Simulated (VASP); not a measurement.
Calculation: r2SCAN meta-GGA, VASP's PBE PAW potentials (set 64) (plane waves; VASP 6.6.1).

A VASP calculation is set up with these files.

### KPOINTS
```
Automatic mesh
0
gamma
11 11 1
```

**INCAR**
```
ALGO  =  Normal
DIPOL  =  0.5 0.5 0.5
EDIFF  =  1E-6
ENCUT  =  400
IDIPOL  =  3
ISMEAR  =  1
ISPIN  =  2
LASPH  =  .True.
LCHARG  =  .False.
LDIPOL  =  .True.
LMAXMIX  =  4
LMIXTAU  =  .True.
LORBIT  =  11
LREAL  =  .False.
LVHAR  =  .True.
LWAVE  =  .False.
MAGMOM  =  6*0.8
METAGGA  =  R2SCAN
NELM  =  100
NELMIN  =  4
PREC  =  Normal
SIGMA  =  0.1
SYSTEM  =  Ni(100) slab
```

### POSCAR
```
Ni(100) slab
1
    2.4619225217     0.0000000000     0.0000000000
    0.0000000000     2.4619225217     0.0000000000
    0.0000000000     0.0000000000    25.2817738639
Ni
6
Direct
  0.0000000000   0.5000000000   0.3305002059
  0.5000000000   0.0000000000   0.3965081315
  0.0000000000   0.5000000000   0.4656928217
  0.5000000000   0.0000000000   0.5343071783
  0.0000000000   0.5000000000   0.6034918685
  0.5000000000   0.0000000000   0.6694997941
```

POTCAR, in this order: Ni (PBE.64 set). Program: vasp_std. Read from the step before: WAVECAR.

Task: What does the run give for the energy per atom (σ→0), cell moment, band gap (on the k-mesh)?

Result: 
- energy per atom (σ→0) = -11.620 eV/atom
- cell moment = 4.08 μB
- band gap (on the k-mesh) = none (metal, semimetal or under 0.01 eV)

**OSZICAR**
```
...
DAV:   7    -0.697182611425E+02   -0.46029E-04   -0.66663E-05  3192   0.924E-02    0.140E-02
DAV:   8    -0.697182410706E+02    0.20072E-04   -0.10558E-05  2664   0.316E-02    0.108E-02
DAV:   9    -0.697182487856E+02   -0.77149E-05   -0.11211E-05  3048   0.323E-02    0.440E-03
DAV:  10    -0.697182607484E+02   -0.11963E-04   -0.48332E-06  2824   0.190E-02    0.100E-03
DAV:  11    -0.697182226584E+02    0.38090E-04   -0.33622E-05  3192   0.621E-02    0.824E-04
DAV:  12    -0.697182210129E+02    0.16455E-05   -0.11098E-05  3168   0.301E-02    0.888E-04
DAV:  13    -0.697182216782E+02   -0.66525E-06   -0.98233E-06  3072   0.275E-02
   1 F= -.69718222E+02 E0= -.69718743E+02  d E =0.156437E-02  mag=     4.0819
```

The cell is a thin slab with vacuum, built from Ni (fcc): (100) face.
